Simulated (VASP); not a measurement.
```xyz
6
Lattice="4.6061 0.0000 0.0000 0.0000 4.6061 0.0000 0.0000 0.0000 2.9637" Properties=species:S:1:pos:R:3 pbc="T T T"
Ti     0.0000     0.0000     0.0000
Ti     2.3031     2.3031     1.4818
O      1.4016     1.4016     0.0000
O      3.7047     0.9014     1.4818
O      0.9014     3.7047     1.4818
O      3.2045     3.2045     0.0000
```

The numbers are results of MS2 meta-GGA, VASP's PBE PAW potentials (set 64) (plane waves; VASP), not measurements. Run with 520 eV cut-off, 6×6×8 Γ-centred mesh, tetrahedra with Blöchl corrections, potentials Ti_sv O.

The cores are frozen, which limits the accuracy of field gradients.

Problem. Give the principal components of the electric field gradient (V/Å²) and the asymmetry η at each nucleus.

Solution. 
```
atom   Vxx   Vyy    Vzz     η
----  ----  ----  -----  ----
Ti1   12.4  10.8  -23.3  0.07
Ti2   12.4  10.8  -23.3  0.07
O3    23.7   0.8  -24.4  0.94
O4    23.7   0.8  -24.4  0.94
O5    23.7   0.8  -24.4  0.94
O6    23.7   0.8  -24.4  0.94
```

The compound is TiO2 in the rutile structure. It was relaxed first.
